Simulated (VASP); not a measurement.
Computed with LDA (Ceperley-Alder, Perdew-Zunger), VASP's LDA PAW potentials (set 64) (plane waves; VASP).

VASP input:

**KPOINTS**
```
Automatic mesh
0
Gamma
7 7 2
0 0 0
```

File POSCAR:
```
WSe2
1
    1.6269669364    -2.8179890793    -0.0000000000
    1.6269669364     2.8179890793     0.0000000000
   -0.0000000000     0.0000000000    12.9302460847
W Se
2 4
Direct
  0.3333330000   0.6666670000   0.2500000000
  0.6666670000   0.3333330000   0.7500000000
  0.3333330000   0.6666670000   0.8791394662
  0.6666670000   0.3333330000   0.3791394662
  0.6666670000   0.3333330000   0.1208605338
  0.3333330000   0.6666670000   0.6208605338
```

**INCAR**
```
ALGO  =  Normal
EDIFF  =  1E-6
EDIFFG  =  -0.02
ENCUT  =  400
IBRION  =  2
ISIF  =  3
ISMEAR  =  0
LASPH  =  .True.
LCHARG  =  .False.
LMAXMIX  =  6
LREAL  =  .False.
LWAVE  =  .False.
NELM  =  100
NSW  =  60
PREC  =  Accurate
SIGMA  =  0.05
SYSTEM  =  WSe2
```

POTCAR, in this order: W_sv Se (LDA.64 set). Program: vasp_std.

Output of the run:

OSZICAR:
```
...
DAV:   5    -0.484926697997E+02    0.20007E-06   -0.58487E-06  1087   0.132E-02
   2 F= -.48492670E+02 E0= -.48492670E+02  d E =-.297957E-03
       N       E                     dE             d eps       ncg     rms          rms(c)
DAV:   1    -0.484973691697E+02   -0.46992E-02   -0.26125E-01   992   0.306E+00    0.376E-01
DAV:   2    -0.484940558499E+02    0.33133E-02   -0.27646E-02  1119   0.982E-01    0.209E-01
DAV:   3    -0.484934920661E+02    0.56378E-03   -0.14457E-03  1145   0.206E-01    0.110E-01
DAV:   4    -0.484932476149E+02    0.24445E-03   -0.99483E-04  1179   0.146E-01    0.303E-02
DAV:   5    -0.484932437086E+02    0.39063E-05   -0.65648E-05  1189   0.442E-02    0.250E-02
DAV:   6    -0.484932435497E+02    0.15898E-06   -0.99621E-06  1011   0.152E-02
   3 F= -.48493244E+02 E0= -.48493244E+02  d E =-.871707E-03
       N       E                     dE             d eps       ncg     rms          rms(c)
DAV:   1    -0.485094057699E+02   -0.16162E-01   -0.10453E+00   992   0.613E+00    0.749E-01
DAV:   2    -0.484961219945E+02    0.13284E-01   -0.11093E-01  1105   0.196E+00    0.416E-01
DAV:   3    -0.484938754374E+02    0.22466E-02   -0.58379E-03  1160   0.413E-01    0.217E-01
DAV:   4    -0.484929134747E+02    0.96196E-03   -0.38149E-03  1172   0.287E-01    0.607E-02
DAV:   5    -0.484928996143E+02    0.13860E-04   -0.25104E-04  1226   0.872E-02    0.501E-02
DAV:   6    -0.484928987539E+02    0.86040E-06   -0.38283E-05  1175   0.298E-02    0.255E-02
DAV:   7    -0.484928949639E+02    0.37901E-05   -0.12853E-05  1151   0.169E-02    0.489E-03
DAV:   8    -0.484928947018E+02    0.26208E-06   -0.18179E-06   716   0.745E-03
   4 F= -.48492895E+02 E0= -.48492895E+02  d E =-.522859E-03
       N       E                     dE             d eps       ncg     rms          rms(c)
DAV:   1    -0.485005237024E+02   -0.76287E-02   -0.45491E-01   992   0.406E+00    0.507E-01
DAV:   2    -0.484948107390E+02    0.57130E-02   -0.49561E-02  1143   0.132E+00    0.279E-01
DAV:   3    -0.484937883828E+02    0.10224E-02   -0.27410E-03  1161   0.279E-01    0.145E-01
DAV:   4    -0.484933509348E+02    0.43745E-03   -0.17920E-03  1143   0.200E-01    0.416E-02
DAV:   5    -0.484933473580E+02    0.35768E-05   -0.99905E-05  1194   0.536E-02    0.322E-02
DAV:   6    -0.484933468830E+02    0.47505E-06   -0.11451E-05  1056   0.168E-02    0.165E-02
DAV:   7    -0.484933455552E+02    0.13278E-05   -0.52327E-06  1016   0.108E-02    0.234E-03
DAV:   8    -0.484933454689E+02    0.86211E-07   -0.44818E-07   608   0.392E-03
   5 F= -.48493345E+02 E0= -.48493345E+02  d E =-.973626E-03
       N       E                     dE             d eps       ncg     rms          rms(c)
DAV:   1    -0.484936336563E+02   -0.28810E-03   -0.57928E-03  1028   0.568E-01    0.107E-01
DAV:   2    -0.484934863211E+02    0.14734E-03   -0.11212E-03  1130   0.212E-01    0.404E-02
DAV:   3    -0.484934558948E+02    0.30426E-04   -0.11988E-04  1129   0.486E-02    0.158E-02
DAV:   4    -0.484934488505E+02    0.70444E-05   -0.24019E-05  1097   0.289E-02    0.127E-02
DAV:   5    -0.484934485378E+02    0.31267E-06   -0.24238E-06   883   0.953E-03
   6 F= -.48493449E+02 E0= -.48493449E+02  d E =-.103069E-03
       N       E                     dE             d eps       ncg     rms          rms(c)
DAV:   1    -0.484953501459E+02   -0.19013E-02   -0.52317E-02  1035   0.171E+00    0.322E-01
DAV:   2    -0.484940091961E+02    0.13409E-02   -0.10148E-02  1115   0.637E-01    0.120E-01
DAV:   3    -0.484937352967E+02    0.27390E-03   -0.10725E-03  1114   0.146E-01    0.472E-02
DAV:   4    -0.484936721588E+02    0.63138E-04   -0.21829E-04  1125   0.866E-02    0.377E-02
DAV:   5    -0.484936693182E+02    0.28406E-05   -0.23179E-05  1257   0.288E-02    0.211E-02
DAV:   6    -0.484936660554E+02    0.32628E-05   -0.13331E-05  1086   0.166E-02    0.417E-03
DAV:   7    -0.484936659090E+02    0.14634E-06   -0.19511E-06   623   0.847E-03
   7 F= -.48493666E+02 E0= -.48493666E+02  d E =-.320440E-03
       N       E                     dE             d eps       ncg     rms          rms(c)
DAV:   1    -0.485003964812E+02   -0.67304E-02   -0.20940E-01  1014   0.341E+00    0.642E-01
DAV:   2    -0.484950486496E+02    0.53478E-02   -0.40418E-02  1116   0.127E+00    0.241E-01
DAV:   3    -0.484939644203E+02    0.10842E-02   -0.43112E-03  1116   0.291E-01    0.944E-02
DAV:   4    -0.484937135505E+02    0.25087E-03   -0.85880E-04  1097   0.172E-01    0.756E-02
DAV:   5    -0.484937018132E+02    0.11737E-04   -0.92491E-05  1295   0.577E-02    0.419E-02
DAV:   6    -0.484936889728E+02    0.12840E-04   -0.53025E-05  1207   0.329E-02    0.816E-03
DAV:   7    -0.484936884303E+02    0.54249E-06   -0.77851E-06   991   0.156E-02
   8 F= -.48493688E+02 E0= -.48493688E+02  d E =-.342961E-03
       N       E                     dE             d eps       ncg     rms          rms(c)
DAV:   1    -0.484953077128E+02   -0.16187E-02   -0.48260E-02  1028   0.164E+00    0.312E-01
DAV:   2    -0.484940693514E+02    0.12384E-02   -0.95657E-03  1117   0.617E-01    0.117E-01
DAV:   3    -0.484938119089E+02    0.25744E-03   -0.10175E-03  1116   0.142E-01    0.455E-02
DAV:   4    -0.484937524962E+02    0.59413E-04   -0.20241E-04  1069   0.839E-02    0.364E-02
DAV:   5    -0.484937500691E+02    0.24271E-05   -0.22190E-05  1270   0.277E-02    0.205E-02
DAV:   6    -0.484937468642E+02    0.32049E-05   -0.13173E-05  1087   0.163E-02    0.410E-03
DAV:   7    -0.484937467275E+02    0.13678E-06   -0.18493E-06   622   0.833E-03
   9 F= -.48493747E+02 E0= -.48493747E+02  d E =-.401259E-03
       N       E                     dE             d eps       ncg     rms          rms(c)
DAV:   1    -0.484937563971E+02   -0.95329E-05   -0.29154E-04  1034   0.127E-01    0.248E-02
DAV:   2    -0.484937487366E+02    0.76606E-05   -0.56455E-05  1137   0.480E-02    0.919E-03
DAV:   3    -0.484937471805E+02    0.15561E-05   -0.60507E-06   954   0.110E-02    0.355E-03
DAV:   4    -0.484937468223E+02    0.35823E-06   -0.11522E-06   552   0.649E-03
  10 F= -.48493747E+02 E0= -.48493747E+02  d E =-.401353E-03
       N       E                     dE             d eps       ncg     rms          rms(c)
DAV:   1    -0.484940598084E+02   -0.31263E-03   -0.10188E-02  1021   0.755E-01    0.141E-01
DAV:   2    -0.484937984760E+02    0.26133E-03   -0.19703E-03  1108   0.281E-01    0.532E-02
DAV:   3    -0.484937449341E+02    0.53542E-04   -0.20725E-04  1108   0.645E-02    0.211E-02
DAV:   4    -0.484937324880E+02    0.12446E-04   -0.42031E-05  1090   0.381E-02    0.171E-02
DAV:   5    -0.484937318764E+02    0.61160E-06   -0.44360E-06   991   0.129E-02
  11 F= -.48493732E+02 E0= -.48493732E+02  d E =-.386407E-03
       N       E                     dE             d eps       ncg     rms          rms(c)
DAV:   1    -0.484939585456E+02   -0.22606E-03   -0.66811E-03  1028   0.611E-01    0.114E-01
DAV:   2    -0.484937901091E+02    0.16844E-03   -0.13232E-03  1117   0.230E-01    0.435E-02
DAV:   3    -0.484937548300E+02    0.35279E-04   -0.14124E-04  1108   0.529E-02    0.170E-02
DAV:   4    -0.484937467509E+02    0.80791E-05   -0.27009E-05  1076   0.305E-02    0.136E-02
DAV:   5    -0.484937463405E+02    0.41037E-06   -0.29276E-06   921   0.105E-02
  12 F= -.48493746E+02 E0= -.48493746E+02  d E =-.400872E-03
       N       E                     dE             d eps       ncg     rms          rms(c)
DAV:   1    -0.484938180867E+02   -0.71336E-04   -0.14938E-03  1062   0.262E-01    0.419E-02
DAV:   2    -0.484937944264E+02    0.23660E-04   -0.15389E-04  1143   0.831E-02    0.152E-02
DAV:   3    -0.484937895691E+02    0.48573E-05   -0.16176E-05  1092   0.179E-02    0.916E-03
DAV:   4    -0.484937885982E+02    0.97090E-06   -0.30660E-06   839   0.110E-02
  13 F= -.48493789E+02 E0= -.48493789E+02  d E =-.422577E-04
```

**OUTCAR**
```
------------------------ aborting loop because EDIFF is reached ----------------------------------------
  FORCE on cell =-STRESS in cart. coord.  units (eV):
  Direction    XX          YY          ZZ          XY          YZ          ZX
  --------------------------------------------------------------------------------------
  Total       -0.0687234     -0.0687233      0.1060675     -0.0000000      0.0000000      0.0000000
  in kB       -0.9357295     -0.9357293      1.4442029     -0.0000000      0.0000000      0.0000000
  external PRESSURE =      -0.1424186 kB  Pullay stress =       0.0000000 kB
  volume of cell :      117.67
      direct lattice vectors                 reciprocal lattice vectors
     1.628078714 -2.819914735 -0.000000000     0.307110458 -0.177310326  0.000000000
     1.628078714  2.819914735 -0.000000000     0.307110458  0.177310326 -0.000000000
     0.000000000  0.000000000 12.815138526     0.000000000 -0.000000000  0.078032711
 POSITION                                       TOTAL-FORCE (eV/Angst)
 -----------------------------------------------------------------------------------
      1.62808      0.93997      3.20378         0.000000      0.000000      0.000000
      1.62808     -0.93997      9.61135        -0.000000      0.000000      0.000000
      1.62808      0.93997     11.28014         0.000000     -0.000000      0.019525
      1.62808     -0.93997      4.87257         0.000000      0.000000      0.019525
      1.62808     -0.93997      1.53500        -0.000000      0.000000     -0.019525
      1.62808      0.93997      7.94257         0.000000     -0.000000     -0.019525
 -----------------------------------------------------------------------------------
    total drift:                                0.000136      0.001071     -0.000033
  FREE ENERGIE OF THE ION-ELECTRON SYSTEM (eV)
  ---------------------------------------------------
  free  energy   TOTEN  =       -48.4937885982 eV

  energy  without entropy=      -48.4937885982  energy(sigma->0) =      -48.49378860

 reached required accuracy - stopping structural energy minimisation
```
(Selected blocks of OUTCAR.)

**CONTCAR**
```
WSe2
   1.00000000000000
     1.6280787143385764   -2.8199147345296089   -0.0000000000000000
     1.6280787143385764    2.8199147345296089   -0.0000000000000000
     0.0000000000000000    0.0000000000000000   12.8151385257083845
  W               Se
     2     4
Direct
     0.3333330000000032    0.6666669999999968    0.2500000000000000
     0.6666669999999968    0.3333330000000032    0.7500000000000000
     0.3333330000000032    0.6666669999999968    0.8802197505808222
     0.6666669999999968    0.3333330000000032    0.3802197505808224
     0.6666669999999968    0.3333330000000032    0.1197802494191777
     0.3333330000000032    0.6666669999999968    0.6197802494191778
```

The compound is WSe2 in the 2H layered structure. This run relaxes it. Symmetry was kept, so distortions that lower it aren't found. The start is the result of an earlier pass.
